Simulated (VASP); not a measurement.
PbSe: band gap against strain

PbSe (rock salt, Fm-3m, 29.429 Å³/atom and stress up to 0.09 GPa in the relaxed cell, cube axes along x, y and z) under an equal strain ε along all three axes. r2SCAN in VASP (plane waves, PAW), 480 eV, 10×10×10 Γ-centred mesh, Gaussian smearing 0.05 eV; ions are relaxed, or left where forces stay under 0.02 eV/Å, within the symmetry of each cell. Gaps are the smallest on the run's k-mesh, which can miss an edge that lies off it, without spin-orbit coupling; in all rows the valence edge lies at about 0.9 Å⁻¹ from Γ and the conduction edge at about 0.9 Å⁻¹ from Γ.

Here s stands for strain and Eg for gap.

| strain (%) | gap (eV) |
|---|---|
| -1.50 | 0.51 |
| -1.00 | 0.56 |
| -0.50 | 0.62 |
| 0.00 | 0.67 |
| 0.50 | 0.71 |
| 1.00 | 0.76 |
| 1.50 | 0.80 |
| 3.00 | ? |

Fit Eg of the 7 rows that show it with a straight line. Means: s 0, Eg 0.661. About the means, the sum of products is 0.68000 and the sum of squares of s is 7.0000; the slope is their ratio. Least squares gives Eg = 0.661 + 0.0971·s. Residuals (row less fit): -0.005, -0.004, 0.008, 0.009, 0.000, 0.002, -0.007; standard error 0.007 (degrees of freedom: 5). Over these rows the gap moves by 9.7 ± 0.3 eV per unit strain, or 3.2 eV per unit of ln V.

Estimate the missing Eg (s = 3.00); what did the run itself give?

Eg = 0.661 + 0.0971 × 3.0 = 0.952 eV. The calculation gives 0.91 eV, 0.042 eV below the prediction (10.5 % of the range of Eg in the table). The row lies outside the fitted rows, so this is an extrapolation. From the scatter of the fitted rows alone, a prediction at this place has a standard error of 0.011 eV, so the miss is 3.8 times that.

A polynomial of degree 2 through the 12 other runs of the series gives 0.91 there, so most of the miss is curvature that the fit leaves out. With Pb, Bi, Tl or Hg spin-orbit coupling changes such a gap by tenths of an eV. Other structures, which can take over under pressure, weren't tried. Spin-orbit coupling is left out, which can shift this property for PbSe. Rows are the converged runs of the series near zero and its far end; series whose fitted rows scatter by over a few per cent of the range, as at a crossing or softening among them, aren't shown in this form, nor equations of state whose B0' disagrees with the runs' pressures. Most that stay on the fit to the last digits aren't either.
